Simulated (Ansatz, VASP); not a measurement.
One calculation of AlHg, two programs

The input INCAR:

```
SYSTEM = AlHg
PREC = Accurate
ENCUT = 600
EDIFF = 1E-6
ISMEAR = -1
SIGMA = 0.05
LREAL = .FALSE.
LASPH = .TRUE.
NELM = 100
ALGO = Fast
ISIF = 3
LWAVE = .FALSE.
LCHARG = .FALSE.
GGA = PS
IBRION = 2
NSW = 60
EDIFFG = -0.005
```

KPOINTS

```
Automatic mesh
0
G
  8 8 8
  0 0 0
```

Contents of POSCAR:

```
AlHg
1.0
    0.0000000000      3.0685300000      3.0685300000
    3.0685300000      0.0000000000      3.0685300000
    3.0685300000      3.0685300000      0.0000000000
Al Hg
1 1
Direct
    0.0000000000      0.0000000000      0.0000000000
    0.7500000000      0.7500000000      0.7500000000
```

File input.yaml:

```yaml
crystal:
  lattice:
    - [0.0, 3.06853, 3.06853]
    - [3.06853, 0.0, 3.06853]
    - [3.06853, 3.06853, 0.0]
  atoms:
    - { symbol: Al, position: [0.0, 0.0, 0.0] }
    - { symbol: Hg, position: [0.75, 0.75, 0.75] }
hamiltonian:
  xc: pbesol
  pseudopotentials: { kind: paw }
kpoints:
  mp_grid: { grid: [8, 8, 8] }
scf:
  occupations: { method: fermi_dirac, width: 0.05 }
output:
  forces: true
  stress: true
  eigenvalues: true
relax:
  f_tol: 0.01
  max_steps: 40
  cell: { stress_tol: 0.05 }
```

The cell was built by a generator and needn't be a form met in nature.

Alike in both runs: task relaxation of cell and atoms; functional PBEsol; k mesh 8 × 8 × 8; occupations fermi-dirac, width 0.05 eV; no spin polarisation.

|  | VASP | Ansatz |
| --- | --- | --- |
| version | VASP 6.6.1 | Ansatz 0.2.0 |
| potentials or method | VASP PAW PBE potentials, release 64 (Al, Hg) | Ansatz PAW |
| plane-wave cutoff (eV) | 600 | 420 |
| valence electrons in the cell | 15 | 23 |

```csv
,VASP,Ansatz,Ansatz less VASP
"gap on the k mesh at the Fermi level, each at its own relaxed structure (eV)",none,none,-
relaxed volume (Å³/atom),27.35,27.25,-0.101
relaxed cell length with the largest relative difference (Å),4.261,4.256,-0.0052
energy change over the relaxation (meV/atom),-10,-11,-0.9
```

A gap of «none» marks a metal or a gap that the smearing closes. The two sets of potentials don't hold the same shells in valence.

Caveats: the PAW data sets were made with another functional, which shifts forces and pressure a little (VASP); the plane-wave basis is chosen anew once the cell has moved, so the energies of steps on either side of that aren't comparable (Ansatz); the PAW data sets come from PBE, with cores solved anew for the run's functional, which leaves a small shift of forces and pressure (Ansatz). The runs have no spin-orbit coupling, so splittings on Hg are missing.
